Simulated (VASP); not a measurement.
## AlNi3Sb under changes of volume

One of the cells (14.803 Å³/atom); the others are scaled copies at fixed shape and fractional positions:

```
CELL_PARAMETERS angstrom
4.14629 0.00000 0.00000
-2.07315 3.59079 0.00000
0.00000 0.00000 4.97116
ATOMIC_POSITIONS crystal
Sb 0.33333 0.66667 0.50000
Ni 0.66667 0.33333 0.50000
Ni 0.00000 0.00000 0.24426
Ni 0.00000 0.00000 0.75574
Al 0.66667 0.33333 0.00000
```

The cell comes from a database or a generator and needn't be the stable form of this composition.

| Property | Result |
| --- | --- |
| Program | VASP 6.6.1 |
| Functional | PBE |
| Potentials or basis | VASP PAW PBE potentials, release 64 (Sb, Ni, Al) |
| Cutoff | 520 eV |
| k mesh | 8 × 8 × 6 |
| Occupations | fermi-dirac, width 0.05 eV |
| Spin | collinear spin, ferromagnetic start |
| Starting moments | [0.0, 1.0, 1.0, 1.0, 0.0] μB |

```csv
volume (Å³/atom),energy over the lowest point (meV/atom),pressure (GPa),largest force (eV/Å)
13.642,34.08,11.7,0.155
13.932,16.44,7.9,0.126
14.222,?,?,?
14.803,0.00,-1.3,0.062
15.093,4.57,-3.7,0.047
15.383,13.26,-5.8,0.034
```

Problem. What does the run at 14.222 Å³/atom give?

Solution. Energy over the lowest point 5.34 meV/atom; pressure 4.5 GPa; largest force 0.101 eV/Å.

Worked out: A Birch-Murnaghan fit of order 3 (a polynomial in V^(-2/3)) to the other rows has its minimum at 14.66 Å³/atom with B0 = V·E''(V) = 137 GPa and B' = 4.8 at fixed shape and positions, which overstates the stiffness. It gives 5.34 meV/atom at 14.222 Å³/atom, against the run's 5.34, and -dE/dV = 4.5 GPa, against 4.5.

Energies are extrapolated to zero smearing.
